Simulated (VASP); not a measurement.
# YbB2 under changes of volume

One of the cells (11.608 Å³/atom); the others are scaled copies at fixed shape and fractional positions:

```
CELL_PARAMETERS angstrom
3.27183 0.00000 0.00000
-1.63591 2.83348 0.00000
0.00000 0.00000 3.75621
ATOMIC_POSITIONS crystal
Yb 0.00000 0.00000 0.00000
B 0.66667 0.33333 0.50000
B 0.33333 0.66667 0.50000
```

* Program: VASP 6.6.1
* Functional: PBE
* Potentials or basis: VASP PAW PBE potentials, release 64 (Yb, B)
* Cutoff: 520 eV
* k mesh: 9 × 9 × 7
* Occupations: fermi-dirac, width 0.05 eV
* Spin: collinear spin, ferromagnetic start
* Starting moments: [1.0, 0.0, 0.0] μB

```tsv
volume (Å³/atom)	energy over the lowest point (meV/atom)	pressure (GPa)
10.697	35.42	13.5
10.925	?	?
11.152	7.92	6.0
11.608	0.00	-0.4
11.835	2.40	-3.0
12.063	8.56	-5.6
```

**Question.** What does the run at 10.925 Å³/atom give?

**Answer.** Energy over the lowest point 19.02 meV/atom; pressure 9.5 GPa.

Worked out: A Birch-Murnaghan fit of order 3 (a polynomial in V^(-2/3)) to the other rows has its minimum at 11.59 Å³/atom with B0 = V·E''(V) = 148 GPa and B' = 3.4 at fixed shape and positions, which overstates the stiffness. It gives 18.97 meV/atom at 10.925 Å³/atom, against the run's 19.02, and -dE/dV = 9.6 GPa, against 9.5.

Energies are extrapolated to zero smearing.

Caveats: without U or exact exchange the open f shell lies at the Fermi level, which spoils levels, moments and volumes.
